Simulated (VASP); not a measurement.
# Lattice vibrations of Tl (Thallium), part 2 of 3

Aim: the phonon dispersion and thermal properties of Tl (Thallium). The start is a cell from a database of measured crystal structures.

VASP 6.6.1; LDA; plane waves and PAW (Tl).

So far. Step 2 (Relax the host): The run ended after 6 ionic steps, 0.015 eV below its first step, once forces and stress met EDIFFG = -0.02. Step 3 (Tight relaxation): The run ended after 4 ionic steps, 0.000 eV below its first step, once forces and stress met EDIFFG = -0.002.

### Step 4. Force constants in the supercell

System of this step: Tl (Thallium). The structure is hexagonal, space group P6_3/mmc (No. 194). Conventional cell: a = 3.392 Å, b = 3.392 Å, c = 5.477 Å, α = 90.00°, β = 90.00°, γ = 120.00°. Nearest to Tl lie 12 Tl at 3.37 to 3.39 Å.

Each independent atom is moved by 0.015 Å both ways; the forces give the force constants out to half the supercell.

INCAR

```
SYSTEM = Tl
PREC = Accurate
ENCUT = 350
EDIFF = 1E-07
NELM = 120
ISMEAR = 1
SIGMA = 0.2
LREAL = Auto
ALGO = Fast
GGA = CA
NBANDS = 80
LWAVE = .FALSE.
LCHARG = .FALSE.
KPAR = 4
LASPH = .TRUE.
IBRION = 6
NSW = 1
NFREE = 2
POTIM = 0.015
ISIF = 0
ADDGRID = .TRUE.
```

POSCAR

```
Tl
1.0
   10.1766575100      0.0000000000      0.0000000000
   -5.0883287550      8.8132439292      0.0000000000
    0.0000000000      0.0000000000     10.9539514200
Tl
36
Direct
    0.2222222222      0.1111111111      0.3750000000
    0.2222222222      0.1111111111      0.8750000000
    0.2222222222      0.4444444444      0.3750000000
    0.2222222222      0.4444444444      0.8750000000
    0.2222222222      0.7777777778      0.3750000000
    0.2222222222      0.7777777778      0.8750000000
    0.5555555556      0.1111111111      0.3750000000
    0.5555555556      0.1111111111      0.8750000000
    0.5555555556      0.4444444444      0.3750000000
    0.5555555556      0.4444444444      0.8750000000
    0.5555555556      0.7777777778      0.3750000000
    0.5555555556      0.7777777778      0.8750000000
    0.8888888889      0.1111111111      0.3750000000
    0.8888888889      0.1111111111      0.8750000000
    0.8888888889      0.4444444444      0.3750000000
    0.8888888889      0.4444444444      0.8750000000
    0.8888888889      0.7777777778      0.3750000000
    0.8888888889      0.7777777778      0.8750000000
    0.1111111111      0.2222222222      0.1250000000
    0.1111111111      0.2222222222      0.6250000000
    0.1111111111      0.5555555556      0.1250000000
    0.1111111111      0.5555555556      0.6250000000
    0.1111111111      0.8888888889      0.1250000000
    0.1111111111      0.8888888889      0.6250000000
    0.4444444444      0.2222222222      0.1250000000
    0.4444444444      0.2222222222      0.6250000000
    0.4444444444      0.5555555556      0.1250000000
    0.4444444444      0.5555555556      0.6250000000
    0.4444444444      0.8888888889      0.1250000000
    0.4444444444      0.8888888889      0.6250000000
    0.7777777778      0.2222222222      0.1250000000
    0.7777777778      0.2222222222      0.6250000000
    0.7777777778      0.5555555556      0.1250000000
    0.7777777778      0.5555555556      0.6250000000
    0.7777777778      0.8888888889      0.1250000000
    0.7777777778      0.8888888889      0.6250000000
```

KPOINTS

```
Automatic mesh
0
Gamma
4 4 3
0 0 0
```

PAW data sets: Tl (LDA family, release 64).

Command:

```sh
mpirun -np 4 vasp_std
```

Log:

```text
[banner, memory and clock lines left out]
running    4 mpi-ranks, on    1 nodes
 distrk:  each k-point on    1 cores,    4 groups
 distr:  one band on    1 cores,    1 groups

 POSCAR found type information on POSCAR Tl
 POSCAR found :  1 types and      36 ions
 LDA part: xc-table for (Slater(with rela. corr.)+CA(PZ))
 , standard interpolation
 POSCAR, INCAR and KPOINTS ok, starting setup
 FFT: planning ... GRIDC
 FFT: planning ... GRID_SOFT
 FFT: planning ... GRID
 WAVECAR not read
 entering main loop
       N       E                     dE             d eps       ncg     rms          rms(c)
DAV:   1     0.615708986693E+03    0.61571E+03   -0.20619E+04  1280   0.716E+02
DAV:   2    -0.134106225001E+02   -0.62912E+03   -0.60375E+03  1488   0.156E+02
DAV:   3    -0.103332742535E+03   -0.89922E+02   -0.86196E+02  1504   0.622E+01
DAV:   4    -0.107023572074E+03   -0.36908E+01   -0.35934E+01  1560   0.139E+01
DAV:   5    -0.107143178497E+03   -0.11961E+00   -0.11937E+00  1752   0.257E+00    0.357E+00
RMM:   6    -0.106642217641E+03    0.50096E+00   -0.70100E-02  1280   0.668E-01    0.217E+00
RMM:   7    -0.106336585015E+03    0.30563E+00   -0.21249E-01  1281   0.105E+00    0.134E-01
RMM:   8    -0.106341677267E+03   -0.50923E-02   -0.31458E-02  1561   0.490E-01    0.114E-01
RMM:   9    -0.106341729664E+03   -0.52397E-04   -0.32244E-03  1460   0.149E-01    0.161E-01
RMM:  10    -0.106342394114E+03   -0.66445E-03   -0.50867E-04  1327   0.552E-02    0.356E-02
RMM:  11    -0.106342373311E+03    0.20803E-04   -0.99792E-05  1535   0.226E-02    0.275E-02
RMM:  12    -0.106342350245E+03    0.23066E-04   -0.26371E-05  1290   0.130E-02    0.249E-03
RMM:  13    -0.106342350728E+03   -0.48342E-06   -0.52513E-06  1541   0.639E-03    0.209E-03
RMM:  14    -0.106342350836E+03   -0.10771E-06   -0.76347E-07  1111   0.201E-03    0.123E-03
RMM:  15    -0.106342350811E+03    0.24627E-07   -0.96840E-08   844   0.826E-04
   1 F= -.10634235E+03 E0= -.10633999E+03  d E =-.707318E-02
 Found     2 degrees of freedom:
 Finite differences POTIM= 0.01500 DOF=   2
 bond charge predicted
       N       E                     dE             d eps       ncg     rms          rms(c)
DAV:   1    -0.106341956751E+03    0.39409E-03   -0.26101E-02  3560   0.383E-01    0.233E-02
RMM:   2    -0.106342054745E+03   -0.97994E-04   -0.12210E-03  3201   0.891E-02    0.111E-02
RMM:   3    -0.106342096716E+03   -0.41972E-04   -0.46146E-04  3384   0.468E-02    0.247E-03
RMM:   4    -0.106342106698E+03   -0.99813E-05   -0.97434E-05  3960   0.210E-02    0.358E-03
RMM:   5    -0.106342106938E+03   -0.24051E-06   -0.90808E-06  3639   0.644E-03    0.289E-03
RMM:   6    -0.106342106571E+03    0.36662E-06   -0.31512E-06  3186   0.343E-03    0.147E-03
RMM:   7    -0.106342106581E+03   -0.99299E-08   -0.72717E-07  2993   0.188E-03
   2 F= -.10634211E+03 E0= -.10633975E+03  d E =-.707763E-02
[...]
3 F= -.10634210E+03 E0= -.10633974E+03  d E =-.707760E-02
[...]
4 F= -.10634210E+03 E0= -.10633974E+03  d E =-.707139E-02
 Finite differences progress:
  Degree of freedom:   2/  2
  Displacement:        1/  2
  Total:               3/  4
 bond charge predicted
       N       E                     dE             d eps       ncg     rms          rms(c)
DAV:   1    -0.106341600711E+03    0.49687E-03   -0.98111E-02  1472   0.716E-01    0.474E-02
RMM:   2    -0.106341922305E+03   -0.32159E-03   -0.42443E-03  1440   0.163E-01    0.229E-02
RMM:   3    -0.106342063813E+03   -0.14151E-03   -0.16446E-03  1509   0.854E-02    0.480E-03
RMM:   4    -0.106342093488E+03   -0.29675E-04   -0.28717E-04  1750   0.372E-02    0.607E-03
RMM:   5    -0.106342095542E+03   -0.20539E-05   -0.40562E-05  1676   0.134E-02    0.504E-03
RMM:   6    -0.106342094451E+03    0.10907E-05   -0.53089E-06  1433   0.522E-03    0.157E-03
RMM:   7    -0.106342094910E+03   -0.45923E-06   -0.29786E-06  1415   0.333E-03    0.227E-03
RMM:   8    -0.106342094499E+03    0.41130E-06   -0.20443E-06  1399   0.287E-03    0.119E-03
RMM:   9    -0.106342094445E+03    0.53687E-07   -0.21835E-07  1007   0.128E-03
   5 F= -.10634209E+03 E0= -.10633974E+03  d E =-.707147E-02
 Finite differences progress:
  Degree of freedom:   2/  2
  Displacement:        2/  2
  Total:               4/  4
```

Wall time 26 min (4 MPI ranks of Intel Xeon Platinum 8259CL at 2.50GHz (Skylake/Cascade Lake), shared host); peak memory 5.7 GiB.

Parts of OUTCAR (step 4):

```text
  LATTYP: Found a hexagonal cell.
 ALAT       =    10.1766575100
 C/A-ratio  =     1.0763800795

 Found      8 irreducible k-points:

   k-points           NKPTS =      8   k-points in BZ     NKDIM =      8   number of bands    NBANDS=     80

   dimension x,y,z NGX =    64 NGY =   64 NGZ =   70
   dimension x,y,z NGXF=   128 NGYF=  128 NGZF=  140

   ENCUT  =  350.0 eV  25.72 Ry    5.07 a.u.  15.52 15.52 16.71*2*pi/ulx,y,z

   NELECT =     108.0000    total number of electrons

 E-fermi :   4.8273

 k-point     1 :       0.0000    0.0000    0.0000
  band No.  band energies     occupation
    ...
     51       4.6793      1.94625
     52       4.6793      1.94623
     53       4.6793      1.94617
     54       4.6793      1.94616
     55       4.6794      1.94598
     56       4.9971     -0.00303
     57       4.9971     -0.00305
     58       5.0006     -0.01020
     59       5.0006     -0.01021
     60       5.3983     -0.00041
    ...

 k-point     2 :       0.2500    0.0000    0.0000
  band No.  band energies     occupation
    ...
     51       4.0674      2.00000
     52       4.4609      2.02645
     53       4.4611      2.02652
     54       4.4643      2.02772
     55       4.4645      2.02780
     56       5.0247     -0.04741
     57       5.0247     -0.04741
     58       5.4840     -0.00004
     59       5.7358     -0.00000
     60       5.7358     -0.00000
    ...

  energy-cutoff  :      350.00
  volume of cell :      982.45
      direct lattice vectors                 reciprocal lattice vectors
    10.176657510  0.000000000  0.000000000     0.098264091  0.056732799  0.000000000
    -5.088328755  8.813243929  0.000000000     0.000000000  0.113465599  0.000000000
     0.000000000  0.000000000 10.953951420     0.000000000  0.000000000  0.091291258

 POSITION                                       TOTAL-FORCE (eV/Angst)
 -----------------------------------------------------------------------------------
      1.69611      0.97925      4.09273         0.000000      0.000000      0.034129
      1.69611      0.97925      9.58471         0.000000      0.000000      0.000971
      0.00000      3.91700      4.10773         0.000311      0.000332      0.001589
      0.00000      3.91700      9.58471         0.000303      0.000351      0.000976
     -1.69611      6.85475      4.10773         0.000443      0.000104      0.001589
     -1.69611      6.85475      9.58471         0.000456      0.000087      0.000976
      5.08833      0.97925      4.10773         0.000132     -0.000436      0.001589
      5.08833      0.97925      9.58471         0.000153     -0.000438      0.000976
      3.39222      3.91700      4.10773        -0.000311      0.000332      0.001589
      3.39222      3.91700      9.58471        -0.000303      0.000351      0.000976
      1.69611      6.85475      4.10773         0.000000      0.000000      0.000284
      1.69611      6.85475      9.58471         0.000000      0.000000      0.000394
      8.48055      0.97925      4.10773        -0.000132     -0.000436      0.001589
      8.48055      0.97925      9.58471        -0.000153     -0.000438      0.000976
      6.78444      3.91700      4.10773         0.000000      0.000000      0.000160
      6.78444      3.91700      9.58471         0.000000      0.000000      0.000267
      5.08833      6.85475      4.10773        -0.000443      0.000104      0.001589
      5.08833      6.85475      9.58471        -0.000456      0.000087      0.000976
      0.00000      1.95850      1.36924        -0.006089      0.003516     -0.007780
      0.00000      1.95850      6.84622         0.005504     -0.003178     -0.007492
     -1.69611      4.89625      1.36924        -0.000359     -0.000207     -0.000659
     -1.69611      4.89625      6.84622        -0.000587     -0.000339     -0.000664
     -3.39222      7.83399      1.36924         0.000000     -0.007031     -0.007780
     -3.39222      7.83399      6.84622         0.000000      0.006355     -0.007492
      3.39222      1.95850      1.36924         0.006089      0.003516     -0.007780
      3.39222      1.95850      6.84622        -0.005504     -0.003178     -0.007492
      1.69611      4.89625      1.36924         0.000000     -0.000630     -0.000299
      1.69611      4.89625      6.84622         0.000000     -0.000069     -0.000303
     -0.00000      7.83399      1.36924        -0.000546      0.000315     -0.000299
     -0.00000      7.83399      6.84622        -0.000059      0.000034     -0.000303
      6.78444      1.95850      1.36924         0.000000      0.000415     -0.000659
      6.78444      1.95850      6.84622        -0.000000      0.000677     -0.000664
      5.08833      4.89625      1.36924         0.000359     -0.000207     -0.000659
      5.08833      4.89625      6.84622         0.000587     -0.000339     -0.000664
      3.39222      7.83399      1.36924         0.000546      0.000315     -0.000299
      3.39222      7.83399      6.84622         0.000059      0.000034     -0.000303
 -----------------------------------------------------------------------------------
    total drift:                               -0.000003     -0.000002      0.001136

  FREE ENERGIE OF THE ION-ELECTRON SYSTEM (eV)
  ---------------------------------------------------
  free  energy   TOTEN  =      -106.3420944451 eV

[...]
X         Y         Z           dx          dy          dz
      1.696110  0.979249  4.107732     0.072565   -0.125687    0.117002
      1.696110  0.979249  9.584707    -0.072565    0.125687   -0.117002
      0.000000  3.916997  4.107732     0.072565    0.125687   -0.020000
      0.000000  3.916997  9.584707    -0.072565   -0.125687    0.020000
     -1.696110  6.854745  4.107732    -0.145130   -0.000000   -0.097002
     -1.696110  6.854745  9.584707     0.145130    0.000000    0.097002
      5.088329  0.979249  4.107732     0.072565    0.125687   -0.020000
      5.088329  0.979249  9.584707    -0.072565   -0.125687    0.020000
      3.392219  3.916997  4.107732    -0.145130    0.000000   -0.097002
      3.392219  3.916997  9.584707     0.145130    0.000000    0.097002
      1.696110  6.854745  4.107732     0.072565   -0.125687    0.117002
      1.696110  6.854745  9.584707    -0.072565    0.125687   -0.117002
      8.480548  0.979249  4.107732    -0.145130    0.000000   -0.097002
      8.480548  0.979249  9.584707     0.145130    0.000000    0.097002
      6.784438  3.916997  4.107732     0.072565   -0.125687    0.117002
      6.784438  3.916997  9.584707    -0.072565    0.125687   -0.117002
      5.088329  6.854745  4.107732     0.072565    0.125687   -0.020000
      5.088329  6.854745  9.584707    -0.072565   -0.125687    0.020000
      0.000000  1.958499  1.369244    -0.128307    0.020769   -0.121032
      0.000000  1.958499  6.846220     0.128307   -0.020769    0.121032
     -1.696110  4.896247  1.369244     0.082140    0.100732    0.000000
     -1.696110  4.896247  6.846220    -0.082140   -0.100732   -0.000000
     -3.392219  7.833995  1.369244     0.046166   -0.121502    0.121032
     -3.392219  7.833995  6.846220    -0.046166    0.121502   -0.121032
      3.392219  1.958499  1.369244     0.082140    0.100732   -0.000000
      3.392219  1.958499  6.846220    -0.082140   -0.100732    0.000000
      1.696110  4.896247  1.369244     0.046166   -0.121502    0.121032
      1.696110  4.896247  6.846220    -0.046166    0.121502   -0.121032
     -0.000000  7.833995  1.369244    -0.128307    0.020769   -0.121032
     -0.000000  7.833995  6.846220     0.128307   -0.020769    0.121032
      6.784438  1.958499  1.369244     0.046166   -0.121502    0.121032
      6.784438  1.958499  6.846220    -0.046166    0.121502   -0.121032
      5.088329  4.896247  1.369244    -0.128307    0.020769   -0.121032
      5.088329  4.896247  6.846220     0.128307   -0.020769    0.121032
      3.392219  7.833995  1.369244     0.082140    0.100732    0.000000
      3.392219  7.833995  6.846220    -0.082140   -0.100732   -0.000000

   3 f  =    2.437897 THz    15.317761 2PiTHz   81.319504 cm-1    10.082329 meV
             X         Y         Z           dx          dy          dz
      1.696110  0.979249  4.107732     0.064856   -0.112333   -0.134632
      1.696110  0.979249  9.584707    -0.064856    0.112333    0.134632
      0.000000  3.916997  4.107732     0.064856    0.112333    0.034114
      0.000000  3.916997  9.584707    -0.064856   -0.112333   -0.034114
     -1.696110  6.854745  4.107732    -0.129711    0.000000    0.100518
     -1.696110  6.854745  9.584707     0.129711   -0.000000   -0.100518
      5.088329  0.979249  4.107732     0.064856    0.112333    0.034114
      5.088329  0.979249  9.584707    -0.064856   -0.112333   -0.034114
      3.392219  3.916997  4.107732    -0.129711    0.000000    0.100518
      3.392219  3.916997  9.584707     0.129711   -0.000000   -0.100518
      1.696110  6.854745  4.107732     0.064856   -0.112333   -0.134632
      1.696110  6.854745  9.584707    -0.064856    0.112333    0.134632
      8.480548  0.979249  4.107732    -0.129711    0.000000    0.100518
      8.480548  0.979249  9.584707     0.129711   -0.000000   -0.100518
      6.784438  3.916997  4.107732     0.064856   -0.112333   -0.134632
      6.784438  3.916997  9.584707    -0.064856    0.112333    0.134632
      5.088329  6.854745  4.107732     0.064856    0.112333    0.034114
      5.088329  6.854745  9.584707    -0.064856   -0.112333   -0.034114
      0.000000  1.958499  1.369244     0.140985   -0.035426   -0.108173
      0.000000  1.958499  6.846220    -0.140985    0.035426    0.108173
     -1.696110  4.896247  1.369244    -0.101172   -0.104384   -0.000000
     -1.696110  4.896247  6.846220     0.101172    0.104384    0.000000
     -3.392219  7.833995  1.369244    -0.039813    0.139809    0.108173
     -3.392219  7.833995  6.846220     0.039813   -0.139809   -0.108173
      3.392219  1.958499  1.369244    -0.101172   -0.104384   -0.000000
      3.392219  1.958499  6.846220     0.101172    0.104384    0.000000
      1.696110  4.896247  1.369244    -0.039813    0.139809    0.108173
      1.696110  4.896247  6.846220     0.039813   -0.139809   -0.108173
     -0.000000  7.833995  1.369244     0.140985   -0.035426   -0.108173
     -0.000000  7.833995  6.846220    -0.140985    0.035426    0.108173
      6.784438  1.958499  1.369244    -0.039813    0.139809    0.108173
      6.784438  1.958499  6.846220     0.039813   -0.139809   -0.108173
      5.088329  4.896247  1.369244     0.140985   -0.035426   -0.108173
      5.088329  4.896247  6.846220    -0.140985    0.035426    0.108173
      3.392219  7.833995  1.369244    -0.101172   -0.104384   -0.000000
      3.392219  7.833995  6.846220     0.101172    0.104384    0.000000
    [... 4092 further lines ...]
      5.088329  4.896247  6.846220     0.022454   -0.165143    0.001135
      3.392219  7.833995  1.369244     0.022454   -0.165143    0.001135
      3.392219  7.833995  6.846220     0.022454   -0.165143    0.001135

 ELASTIC MODULI CONTR FROM IONIC RELAXATION (kBar)
 Direction    XX          YY          ZZ          XY          YZ          ZX
 --------------------------------------------------------------------------------
 XX           0.0000      0.0000      0.0000      0.0000      0.0000      0.0000
 YY           0.0000      0.0000      0.0000      0.0000      0.0000      0.0000
 ZZ           0.0000      0.0000      0.0000      0.0000      0.0000      0.0000
 XY           0.0000      0.0000      0.0000      0.0000      0.0000      0.0000
 YZ           0.0000      0.0000      0.0000      0.0000      0.0000      0.0000
 ZX           0.0000      0.0000      0.0000      0.0000      0.0000      0.0000
 --------------------------------------------------------------------------------

[... 2 parts as in an earlier step ...]

[... 7 further parts left out ...]
```

The last energy, forces, stress and levels in OUTCAR belong to the last displaced cell, not to the cell of POSCAR.

Numbers from this step:

```yaml
electrons: 108
lowest_frequency: -1.10e-6 cm⁻¹
highest_frequency: 98.62 cm⁻¹
dynamically_stable: yes
zero_point_energy: 9.240 meV/atom
heat_capacity_300: 24.81 J/K/mol of atoms
entropy_300: 63.43 J/K/mol of atoms
```

(Part 2 of 3 ends here.)

[Lines on the potential files, build, host, timing and source positions are cut from VASP's logs without a mark.]

[Logs are printed without paths, hosts, clocks, repeated set-up lines and the standing remarks that a program may print on its own settings, such as how far it seeks lower states.]

[Hosts, paths, dates, database ids (printed as entryN), source tags and the programs' standing remarks are cut or masked in the printed files.]

[Runs that stopped without an error message from VASP are left out.]
